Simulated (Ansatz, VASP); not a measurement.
## Al2O3 (Corundum) in two plane-wave programs

One calculation is typed for both programs; each brings its own data sets. How far apart do they land? The cell is taken from a series of runs on this material, whose earlier steps may have relaxed, scaled, displaced or heated it; both programs get it as it stands.

Method: plane waves, with VASP 6.6.1 beside it; zone-centre phonons at LDA, in Ansatz 0.2.0.

### 1. Set-up

It takes space group R-3c (No. 167, trigonal). Conventional cell: a = 4.726 Å, b = 4.726 Å, c = 12.866 Å, α = 90.00°, β = 90.00°, γ = 120.00°. Nearest to Al lie 6 O at 1.84 to 1.95 Å. O has 4 Al at 1.84 to 1.95 Å nearest. Farther neighbours and most contacts between anions are not listed.

As a file:

```cif
data_structure
_symmetry_space_group_name_H-M 'R-3c:H'
_symmetry_Int_Tables_number 167
_cell_length_a 4.7260
_cell_length_b 4.7260
_cell_length_c 12.8655
_cell_angle_alpha 90.000
_cell_angle_beta 90.000
_cell_angle_gamma 120.000
_cell_volume 248.86
loop_
_atom_site_label
_atom_site_type_symbol
_atom_site_symmetry_multiplicity
_atom_site_Wyckoff_symbol
_atom_site_fract_x
_atom_site_fract_y
_atom_site_fract_z
_atom_site_occupancy
Al1 Al 12 c 0.66667 0.33333 0.18465 1
O1 O 18 e 0.64028 0.66667 0.41667 1
```

### 2. Ansatz: zone-centre phonons, LDA

Ansatz runs on its PAW soft_1 files.

Second derivatives magnify differences that forces hide, and they need a tight electronic threshold.

Input file input.yaml:

```yaml
crystal:
  lattice:
    - [2.3630204658, 1.364290502, 4.2885075546]
    - [-2.3630204658, 1.364290502, 4.2885075546]
    - [0.0, -2.7285810041, 4.2885075545]
  atoms:
    - { symbol: Al, position: [0.3513128929, 0.3513128929, 0.3513128929] }
    - { symbol: Al, position: [0.1486871071, 0.1486871071, 0.1486871071] }
    - { symbol: Al, position: [0.6486871071, 0.6486871071, 0.6486871071] }
    - { symbol: Al, position: [0.8513128929, 0.8513128929, 0.8513128929] }
    - { symbol: O, position: [0.5569416991, 0.9430583009, 0.25] }
    - { symbol: O, position: [0.25, 0.5569416991, 0.9430583009] }
    - { symbol: O, position: [0.9430583009, 0.25, 0.5569416991] }
    - { symbol: O, position: [0.4430583009, 0.0569416991, 0.75] }
    - { symbol: O, position: [0.75, 0.4430583009, 0.0569416991] }
    - { symbol: O, position: [0.0569416991, 0.75, 0.4430583009] }
kpoints:
  mp_grid: { grid: [4, 4, 4] }
hamiltonian:
  xc: lda
  pseudopotentials: { kind: paw, azcp: { folder: soft_1 }, xc_functional: pbe }
scf:
  occupations: { method: fixed }
output:
  eigenvalues: true
basis:
  ecutwfc: 260.0
phonons:
  method: dfpt
  dielectric: true
  rigid_motions: translations
```

Started as:

```sh
ansatz run input.yaml --threads 4 --pin off --max-ram 15360MiB --backend cpu --events-out ev --progress --plain --runs-dir out
```

Numbers of over 12 decimals in the logs are rounded to 6 here.

Log:

```text
Warning: basis.ecutwfc = 260 eV is below the records' recommended 420 eV, and the density's cutoff is lower with it unless basis.ecutrho_ratio is high enough to keep the records' density cutoff: compare with a run at a higher cutoff
Engine: ansatz 0.2.0, x86_64-unknown-linux-gnu
Pseudopotentials: kind: paw
Pseudopotential: Al, paw, valence charge 3, recommended cutoff 420 eV (normal), soft_1/Al.paw.azcp
Pseudopotential: O, paw, valence charge 6, recommended cutoff 420 eV (normal), soft_1/O.paw.azcp
Functional definition: SPW92
  exchange = slater_x
  correlation = pw_c
Crystal: 10 atoms, lattice volume = 82.953 Å³
Basis set: ecut = 260 eV, 773 PW (Γ), exchange–correlation on 60×60×60 points (8 copies of the dense FFT grid, shifted against one another)
Bands: 34, of which v1, the nominal top of the filled ones, is band 24 counted from 1 (23 counted from 0)
Symmetry: 12 space group operations
k-points: 36 of 64 (irreducible under 1 space group operation, time reversal used)
Non-local potential: Al, projectors of the file, l = 0: 2, l = 1: 2, l = 2: 1
Non-local potential: O, projectors of the file, l = 0: 2, l = 1: 2, l = 2: 1
PAW form: soft (Blöchl's): semilocal exchange-correlation on the pseudo side does not see the compensation charge
PAW frozen core: Al, regenerated for the run's functional, and the local potential with it (the file was generated under x = pbe(κ = 0.804, μ = 0.219515), c = pbe(β = 0.066725))
PAW frozen core: O, regenerated for the run's functional, and the local potential with it (the file was generated under x = pbe(κ = 0.804, μ = 0.219515), c = pbe(β = 0.066725))
PAW one-centre angular grid: Al, 110 points (default); XC on 64 Gauss nodes
PAW one-centre angular grid: O, 110 points (default); XC on 64 Gauss nodes
Initial density: superposition of atomic densities (chi_scale 0.1, normalization cell, long waves kept (reshape's long-wave potential 0.00 eV rms))
Initial wavefunctions: pseudopotential atomic-orbital guess
Functional: x = slater, c = lda
SCF iter   1: F=—  HF=-5396.000473 eV  |F-HF|=—  |Δ(HF+E_count)|=         —  Δρ=1.04e-1  dr2=8.66e0  ethr=3.10e-3  ⟨swp⟩=5.0  Hψ=4659  notcnv=0  defer=245
preconditioner: auto → Resta (q_TF=auto, 2.491 Å⁻¹)  ε∞=3.3  [insulator: Δε(μ)=7.295 eV  Ē_g=18.585 eV  n_scr=20 (ndim 8)  ℏωp=28.2 eV  f_vac=0.000  ε∞_Penn≈3.3]
SCF iter   2: F=—  HF=-5393.377589 eV  |F-HF|=—  |Δ(HF+E_count)|=    2.62e0  Δρ=4.70e-2  dr2=9.01e-1  ethr=3.10e-3  ⟨swp⟩=2.0  Hψ=2552  notcnv=0  defer=185
SCF iter   3: F=—  HF=-5393.023002 eV  |F-HF|=—  |Δ(HF+E_count)|=   3.55e-1  Δρ=1.84e-2  dr2=1.61e-1  ethr=1.88e-3  ⟨swp⟩=1.2  Hψ=1105  notcnv=0  defer=180
SCF iter   4: F=—  HF=-5392.960231 eV  |F-HF|=—  |Δ(HF+E_count)|=   6.28e-2  Δρ=1.52e-3  dr2=9.80e-4  ethr=3.35e-4  ⟨swp⟩=3.0  Hψ=1693  notcnv=0  defer=285
SCF iter   5: F=—  HF=-5392.960282 eV  |F-HF|=—  |Δ(HF+E_count)|=   5.18e-5  Δρ=1.65e-4  dr2=2.36e-5  ethr=2.04e-6  ⟨swp⟩=2.8  Hψ=1950  notcnv=0  defer=285
SCF iter   6: F=—  HF=-5392.960281 eV  |F-HF|=—  |Δ(HF+E_count)|=   9.90e-7  Δρ=2.84e-5  dr2=7.62e-7  ethr=4.92e-8  ⟨swp⟩=2.0  Hψ=1773  notcnv=0  defer=214
SCF iter   7: F=—  HF=-5392.960281 eV  |F-HF|=—  |Δ(HF+E_count)|=   4.72e-7  Δρ=3.82e-6  dr2=1.42e-8  ethr=1.59e-9  ⟨swp⟩=2.0  Hψ=1908  notcnv=0  defer=166
SCF iter   8: F=—  HF=-5392.960281 eV  |F-HF|=—  |Δ(HF+E_count)|=   1.95e-9  Δρ=5.02e-7  dr2=1.09e-10  ethr=2.96e-11  ⟨swp⟩=2.0  Hψ=1927  notcnv=0  defer=166
SCF iter   9: F=-5392.960281 eV  HF=-5392.960281 eV  |F-HF|=1.82e-12  |Δ(HF+E_count)|=  1.82e-12  Δρ=5.21e-8  dr2=1.26e-12  ethr=1.00e-12  ⟨swp⟩=14.4  Hψ=7661  notcnv=0
SCF 1 converged in 9 iterations: F = -5392.960281 eV  dr2 = 1.26e-12
  greatest PAW one-centre occupation: 0.864 electrons in one spin orbital (limit 2), on the O atom at site 9 (counted from 0), in its partial waves of l = 0
NSCF: frozen V_eff on 6 k-points
DFPT response loops at Γ: preconditioner auto → none (the input reference at scf.mixing.eps_inf says where Resta's filter doesn't serve); β = 0.50; Broyden in place of MSR1
── the response to a field inside a basis, on 4×4×4 k-points: an SCF that follows is theirs, and a resumed run solves both again ──
Bands: 25, of which v1, the nominal top of the filled ones, is band 24 counted from 1 (23 counted from 0)
k-points: 10 of 64
Initial density: handed on by an earlier stage of this run
Initial wavefunctions: pseudopotential atomic-orbital guess (no wavefunctions were taken with the density)
Eigensolver: Dense (10 Hₖ)
SCF iter   1: F=—  HF=-5397.023335 eV  |F-HF|=—  |Δ(HF+E_count)|=         —  Δρ=2.75e-2  dr2=1.95e-1  ethr=1.00e-1
preconditioner: auto → Resta (q_TF=auto, 2.491 Å⁻¹)  ε∞=4.4  [insulator: Δε(μ)=6.856 eV  Ē_g=15.292 eV  n_scr=20 (ndim 8)  ℏωp=28.2 eV  f_vac=0.000  ε∞_Penn≈4.4]
SCF iter   2: F=—  HF=-5396.953504 eV  |F-HF|=—  |Δ(HF+E_count)|=   6.98e-2  Δρ=8.23e-3  dr2=1.27e-2  ethr=4.05e-4
SCF iter   3: F=—  HF=-5396.950424 eV  |F-HF|=—  |Δ(HF+E_count)|=   3.08e-3  Δρ=3.91e-3  dr2=3.16e-3  ethr=2.64e-5
SCF iter   4: F=—  HF=-5396.949495 eV  |F-HF|=—  |Δ(HF+E_count)|=   9.29e-4  Δρ=9.16e-5  dr2=2.39e-6  ethr=6.58e-6
SCF iter   5: F=-5396.949494 eV  HF=-5396.949494 eV  |F-HF|=1.49e-8  |Δ(HF+E_count)|=   9.93e-7  Δρ=1.09e-5  dr2=4.91e-8  ethr=4.97e-9
SCF 1 converged in 5 iterations: F = -5396.949494 eV  dr2 = 4.91e-8
  greatest PAW one-centre occupation: 0.859 electrons in one spin orbital (limit 2), on the O atom at site 5 (counted from 0), in its partial waves of l = 0
DFPT response loops at Γ: mixed as the last ones told, above
SCF converged after 9 iterations
Free energy (F): -5392.960281 eV
Harris-Foulkes:  -5392.960281 eV  (|F-HF|=1.82e-12)
Internal energy: -5392.960281 eV  (E = F + TS)
E sigma→0 (E₀):  -5392.960281 eV
Fermi energy:    7.676400 eV
--- Per-component energies (eV) ---
  E_band       = 59.804593
  E_kinetic    = 1173.556255
  E_local      = -1928.243388  (includes V_loc(G=0)·N_el)
  E_nonlocal   = 334.553703
  E_hartree    = 722.724419
  E_xc         = -594.612156
  E_vxc        = -690.694872  (∫ρ·V_xc dr)
  E_paw        = -2684.733951  (= ΣΔE_a)
  E_vpaw       = -274.844883  (= ΣTr[D̂ρ^β])
  E_aug_tail   = 0.028949  (compensation charges beyond the density's cutoff)
  E_ewald      = -2417.038509
  E_core_change = 0.804395  (= ΣΔE_core)
  E_smearing   = -0.000000  (= −TS)
  E_closure    = -0.000000  (closes the sum)
  Σ components = -5392.960281   (vs F -5392.960281, Δ=0.00e0)
--- Band table (eV; the first three rows and the last of 36) ---
  k-point 0: bands = [... 20 lower, 7.1427, 7.6747, 7.6764, 7.6764, 14.0170, 16.7898, 18.5868, 19.2939, ... 6 higher]
  k-point 1: bands = [... 20 lower, 6.8556, 7.1875, 7.4984, 7.5080, 15.2696, 17.8178, 17.8259, 18.4494, ... 6 higher]
  k-point 2: bands = [... 20 lower, 6.6959, 6.6959, 7.3607, 7.3607, 17.1812, 17.1812, 17.4264, 17.4264, ... 6 higher]
  k-point 35: bands = [... 20 lower, 7.2696, 7.2696, 7.2696, 7.2696, 16.4180, 16.4180, 18.7958, 18.7958, ... 6 higher]
--- Phonons (Γ-DFPT): 5 representative perturbations + reference, on 36 of 64 k-points (Σ response iterations 15) ---
  k mesh reduced under 1 symmetry operation, with k and −k counted as one. Each operation leaves every solved perturbation unchanged. A smaller set is not considered because the run solves the response to a homogeneous field
  ASR residual: 5.068e-6 → 0.000e0 eV/Å²; symmetrization residual: 2.158e-6 eV/Å²
  ASR residual per site (eV/Å²): 2.25e-6 2.25e-6 2.25e-6 2.25e-6 5.07e-6 5.07e-6 5.07e-6 5.07e-6 5.07e-6 5.07e-6
  Γ frequencies (cm⁻¹): 0.00 0.00 0.00 333.30 398.98 398.98 415.39 417.43 417.43 434.21 453.26 453.26 467.99 467.99 480.90 480.90 553.98 600.09 600.09 627.79 627.79 629.45 631.14 667.47 667.47 689.91 725.66 800.55 805.45 805.45
  ε∞ (high-frequency dielectric tensor):
        3.241159    -0.000000    -0.000000
       -0.000000     3.241159     0.000000
       -0.000000     0.000000     3.200851
  ε⁰ (static dielectric tensor: ions relaxed, cell fixed):
        8.371747     0.000000    -0.000000
        0.000000     8.371747    -0.000000
       -0.000000    -0.000000     9.965793
  ε⁰ − ε∞ (ionic part):
        5.130588     0.000000    -0.000000
        0.000000     5.130588    -0.000000
       -0.000000    -0.000000     6.764942
  softest optical mode at Γ: 333.30 cm⁻¹; the repairs (sum rule, projections) moved no ω² at Γ by more than (1.11 cm⁻¹)²
  Born effective charges Z* (e; rows j = field, columns β = displacement):
    site 0:
         2.94785   -0.03027   -0.00000
         0.03027    2.94785    0.00000
         0.00000    0.00000    2.92662
    site 1:
         2.94785    0.03027    0.00000
        -0.03027    2.94785    0.00000
        -0.00000    0.00000    2.92662
    site 2:
         2.94785   -0.03027   -0.00000
         0.03027    2.94785    0.00000
         0.00000    0.00000    2.92662
    site 3:
         2.94785    0.03027    0.00000
        -0.03027    2.94785    0.00000
        -0.00000    0.00000    2.92662
    site 4:
        -2.06583   -0.00000   -0.00000
         0.00000   -1.86464    0.26002
         0.00000    0.34860   -1.95108
    site 5:
[...]
site 6:
[...]
site 7:
[...]
site 8:
[...]
site 9:
[...]
Z* charge neutrality: 6.324e-2 e pre-enforcement
  solved inside a basis spanned on kpoints, on 4×4×4 k-points, its susceptibility summed on 8×8×8: ε∞ is read to err by 3.8e-2, Z* by 2.8e-2 e (field_mesh: kpoints solves on kpoints); Z* is corrected for what the basis lacks
  optical modes at Γ without the LO–TO term, one row a degenerate level:
      ω (cm⁻¹)  modes    IR ((D/Å)²/amu)
[...]
optical modes at Γ + LO–TO along q̂ = [1.0000, 0.0000, 0.0000]:
      ω (cm⁻¹)  modes    IR ((D/Å)²/amu)
[...]
optical modes at Γ + LO–TO along q̂ = [0.0000, 1.0000, 0.0000]:
      ω (cm⁻¹)  modes    IR ((D/Å)²/amu)
[...]
optical modes at Γ + LO–TO along q̂ = [0.0000, 0.0000, 1.0000]:
      ω (cm⁻¹)  modes    IR ((D/Å)²/amu)
[...]
627.79      2            77.2372
        629.45      1             0.0000
        667.47      2            11.0470
        689.91      1             0.0000
        725.66      1             0.0000
        800.55      1             0.0000
        805.45      2             0.0000
        904.11      1            60.5518
```

Reading the cycles: dr2 is the Hartree energy of the density residual (eV), the measure of convergence; HF is the Harris–Foulkes estimate of the energy, which meets the free energy F at convergence.

(Part 1 of 3 ends here.)

[Lines on the potential files, build, host, timing and source positions are cut from VASP's logs without a mark.]

[Logs are printed without paths, hosts, clocks, repeated set-up lines and the standing remarks that a program may print on its own settings, such as how far it seeks lower states.]

[Hosts, paths, dates, database ids (printed as entryN), source tags and the programs' standing remarks are cut or masked in the printed files.]
